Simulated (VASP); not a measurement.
Data:

```
CaCl2
1.0
    4.16163     0.00000     0.00000
    0.00000     6.27003     0.00000
    0.00000     0.00000     6.49696
Ca Cl
2 4
Direct
  0.00000   0.00000   0.00000
  0.50000   0.50000   0.50000
  0.00000   0.27706   0.32754
  0.50000   0.77706   0.17246
  0.50000   0.22294   0.82754
  0.00000   0.72294   0.67246
```

The numbers are results of r2SCAN meta-GGA, VASP's PBE PAW potentials (set 64) (plane waves; VASP), not measurements. Settings: 400 eV cut-off, 5×3×3 Γ-centred mesh, Gaussian smearing of 0.050 eV, potentials Ca_sv Cl.

Problem. Predict the energy per atom (σ→0), band gap (on the k-mesh) with the smallest direct gap where there is one.

Solution. 
The band gap (on the k-mesh) comes out as 6.02 eV and the smallest direct gap (on the k-mesh) is 6.02 eV. The energy per atom (σ→0) is -9.091 eV/atom.

The compound is CaCl2 in the sg58 structure. It was relaxed first. The start is the result of an earlier pass.
